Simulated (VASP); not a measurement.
ZnSe (zinc blende): the lattice constant a from VASP (plane waves, PAW) at several levels of theory. Static lattice.  The measured value holds thermal and zero-point effects that the static calculation lacks.

| level | lattice constant a (Å) | error against measurement |
|---|---|---|
| LDA | 5.577 | -1.6 % |
| PBE | 5.740 | +1.3 % |
| PBEsol | 5.641 | -0.5 % |
| SCAN | 5.646 | -0.4 % |
| r2SCAN | 5.667 | -0.0 % |

Measured: 5.668 Å (as given by Martin Albrecht et al., Physical review. B, Condensed matter (1997), arXiv:cond-mat/9706128).

The cell of the LDA run:

```
ZnSe
1.0
    0.00000     2.78862     2.78862
    2.78862     0.00000     2.78862
    2.78862     2.78862     0.00000
Zn Se
1 1
Direct
  0.00000   0.00000   0.00000
  0.25000   0.25000   0.25000
```

Only levels that ran to the end are used. Left out are those held back, those with too coarse a band path, GW runs whose mesh misses a band edge, hybrids' fits of cells that aren't cubic and levels without matching references; a question may draw on a part of the rest.

The compound is ZnSe in the zinc blende structure.
